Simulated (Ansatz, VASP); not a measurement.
# Be (Beryllium): VASP beside Ansatz, part 2 of 2

Wanted: the spread between two codes on one cell, functional and k mesh. The cell is taken from a series of runs on this material, whose earlier steps may have relaxed, scaled, displaced or heated it; both programs get it as it stands.

VASP 6.6.1 and Ansatz 0.2.0.

So far: Starting point; VASP: relaxation of cell and atoms, PBEsol; Ansatz: relaxation of cell and atoms, PBEsol; Differences.

## (5) VASP: zone-centre phonons, PBEsol

Level of this step: PBEsol; plane waves and PAW (Be) (VASP).

Second derivatives magnify differences that forces hide, and they need a tight electronic threshold.

File INCAR:

```
SYSTEM = Be
PREC = Accurate
ENCUT = 600
EDIFF = 1E-08
NELM = 120
ISMEAR = 1
SIGMA = 0.2
LREAL = .FALSE.
ALGO = Normal
GGA = PS
NBANDS = 8
LORBIT = 11
LWAVE = .FALSE.
LCHARG = .FALSE.
ISIF = 2
IBRION = 8
LASPH = .TRUE.
GGA_COMPAT = .FALSE.
KPAR = 2
```

File POSCAR:

```
Be
1.0
    2.2619347292      0.0000000000      0.0000000000
   -1.1309673646      1.9588929372      0.0000000000
    0.0000000000      0.0000000000      3.5575308336
Be
2
Direct
    0.3333333333      0.6666666667      0.2500000000
    0.6666666667      0.3333333333      0.7500000000
```

File KPOINTS:

```
Automatic mesh
0
Gamma
27 27 14
0 0 0
```

The projector-augmented-wave data sets are Be (PBE family, release 64).

Command:

```sh
$ mpirun -np 2 vasp_std
```

Numbers of over 12 decimals in the logs are rounded to 6 here.

Output:

```text
[banner, memory and clock lines left out]
running    2 mpi-ranks, on    1 nodes
[...]
[... a notice as in an earlier step ...]

 LDA part: xc-table for (Slater+PW92), standard interpolation
 POSCAR, INCAR and KPOINTS ok, starting setup
[...]
entering main loop
       N       E                     dE             d eps       ncg     rms          rms(c)
DAV:   1    -0.312745145054E+01   -0.31275E+01   -0.19791E+03  9672   0.463E+02
DAV:   2    -0.800955248950E+01   -0.48821E+01   -0.47155E+01 15632   0.558E+01
DAV:   3    -0.802943348486E+01   -0.19881E-01   -0.19577E-01 10240   0.305E+00
DAV:   4    -0.802945244823E+01   -0.18963E-04   -0.18963E-04 14392   0.899E-02
[...]
DAV:   9    -0.799660711049E+01   -0.67475E-06   -0.45155E-07 12536   0.495E-03    0.468E-04
DAV:  10    -0.799660709620E+01    0.14292E-07   -0.39502E-10 10544   0.150E-04    0.160E-04
DAV:  11    -0.799660708629E+01    0.99173E-08   -0.97520E-11  5888   0.878E-05
   1 F= -.79966071E+01 E0= -.79966843E+01  d E =0.231601E-03
[...]
RMM:   7    -0.663182834130E-02    0.74820E-08    0.14313E-10 70593   0.302E-06    0.179E-06
 first order change of Fermi-energy   0.17311E-05
 force on displaced ion       1 direction 1 :  -3.639   0.000   0.000
 Linear response progress:
  Degree of freedom:   2/  2
       N       E                     dE             d eps       ncg     rms          rms(c)
RMM:   1    -0.164945116234E-01   -0.16495E-01    0.31053E-02 36567   0.654E-01
RMM:   2    -0.149855281983E-01    0.15090E-02    0.21869E-03 23459   0.887E-02    0.105E-01
RMM:   3    -0.145636551108E-01    0.42187E-03    0.86937E-04 23161   0.903E-02    0.391E-02
RMM:   4    -0.147786604074E-01   -0.21501E-03    0.14784E-04 23809   0.512E-02    0.410E-03
RMM:   5    -0.148070491714E-01   -0.28389E-04   -0.22853E-05 24725   0.377E-03    0.568E-04
RMM:   6    -0.148058776110E-01    0.11716E-05   -0.37451E-06 24479   0.362E-04    0.723E-05
RMM:   7    -0.148053122802E-01    0.56533E-06   -0.65373E-07 25211   0.396E-05    0.176E-05
RMM:   8    -0.148052950946E-01    0.17186E-07    0.41571E-08 24186   0.146E-05    0.714E-07
RMM:   9    -0.148052987172E-01   -0.36226E-08    0.40102E-09 23694   0.179E-06    0.255E-07
 first order change of Fermi-energy   0.52158E-05
 force on displaced ion       1 direction 3 :   0.000   0.000  -8.183
 Linear response finished
```

From OUTCAR (step 5):

```text
  Total       -0.0292602     -0.0292602     -0.0298881      0.0000000      0.0000000      0.0000000
  in kB       -2.9740519     -2.9740519     -3.0378674      0.0000000      0.0000000      0.0000000
  external PRESSURE =      -2.9953237 kB  Pullay stress =       0.0000000 kB

 POSITION                                       TOTAL-FORCE (eV/Angst)
 -----------------------------------------------------------------------------------
     -0.00000      1.30593      0.88938         0.000000      0.000000      0.000000
      1.13097      0.65296      2.66815        -0.000000     -0.000000      0.000000
 -----------------------------------------------------------------------------------
    total drift:                                0.000000     -0.000000      0.000000

[... 1 part as in an earlier step ...]

[... 1 further part left out ...]
```

## (6) Ansatz: zone-centre phonons, PBEsol

The same cell, functional, mesh and smearing now go to Ansatz, which takes its cutoff from its data sets.

The cell is taken from a series of runs on this material, whose earlier steps may have relaxed, scaled, displaced or heated it; both programs get it as it stands.

File input.yaml:

```yaml
crystal:
  lattice:
    - [2.2619347292, 0.0, 0.0]
    - [-1.1309673646, 1.9588929372, 0.0]
    - [0.0, 0.0, 3.5575308336]
  atoms:
    - { symbol: Be, position: [0.3333333333, 0.6666666667, 0.25] }
    - { symbol: Be, position: [0.6666666667, 0.3333333333, 0.75] }
kpoints:
  mp_grid: { grid: [27, 27, 14] }
hamiltonian:
  xc: pbesol
  pseudopotentials: { kind: nc, accuracy: standard }
scf:
  occupations: { method: methfessel_paxton, width: 0.2 }
output:
  eigenvalues: true
phonons:
  method: dfpt
```

Command:

```sh
$ ansatz run input.yaml --threads 4 --pin off --max-ram 7168MiB --backend cpu --events-out ev --progress --plain --runs-dir out
```

Output:

```text
zone centre: on kpoints.mp_grid the ground state, and the responses unless they are solved on pairs of k-points, stand on 1568 of the mesh's 10206 k-points, reduced under 4 symmetry operations, with k and −k counted as one. Each operation leaves every solved displacement unchanged or reverses it
[...]
Crystal: 2 atoms, lattice volume = 15.763 Å³
[...]
k mesh reduced under 4 symmetry operations, with k and −k counted as one. Each operation leaves every solved displacement unchanged or reverses it
  ASR residual: 2.927e-5 → 0.000e0 eV/Å²; symmetrization residual: 1.276e-14 eV/Å²
  ASR residual per site (eV/Å²): 2.93e-5 2.93e-5
  Γ frequencies (cm⁻¹): 0.00 0.00 0.00 469.45 469.45 700.98
  non-analytic LO–TO correction: not included (Born effective charges unavailable; polar crystals: no LO–TO splitting at Γ)
[key lines of the parts left out:]
SCF converged after 6 iterations
Free energy (F): -755.545904 eV
Fermi energy:    8.729179 eV
```

## (7) Differences

What differs besides the data sets and the points named for the pairs above, as far as they apply: the data sets hold 8 valence electrons in Ansatz (on norm-conserving files, of PseudoDojo where its log says so) and 4 in VASP. Total energies have different zeros and are not compared.

Both answers:

```
                  quantity  Ansatz   VASP  difference
optical mode 1 to 2 (cm⁻¹)   469.4  468.6     +0.18 %
     optical mode 3 (cm⁻¹)   701.0  702.7     -0.24 %
```

Modes are paired by rising frequency, not by their patterns, so a pair may set unlike modes beside each other; they are those without the splitting of longitudinal modes.

## (8) Summary of results

```yaml
difference_in_volume_relaxation_of_cell_and_atoms_pbesol: 0.21 %
r_m_s_difference_of_the_optical_zone_centre_modes_each_program_s_sorted_by_frequency_zone_centre_phonons_pbesol: 1.2 cm⁻¹
```

In words: The difference in volume is 0.21 % (relaxation of cell and atoms, PBEsol), within the 1.2 % picked in this series as the mark of a large difference, as far as the stopping tolerances let one tell. The data sets hold unlike numbers of valence electrons (8 in Ansatz and 4 in VASP), so part of the differences comes from the potentials. How closely two codes agree says nothing of how well the functional describes the real material.

[Lines on the potential files, build, host, timing and source positions are cut from VASP's logs without a mark.]

[Logs are printed without paths, hosts, clocks, repeated set-up lines and the standing remarks that a program may print on its own settings, such as how far it seeks lower states.]

[Hosts, paths, dates, database ids (printed as entryN), source tags and the programs' standing remarks are cut or masked in the printed files.]
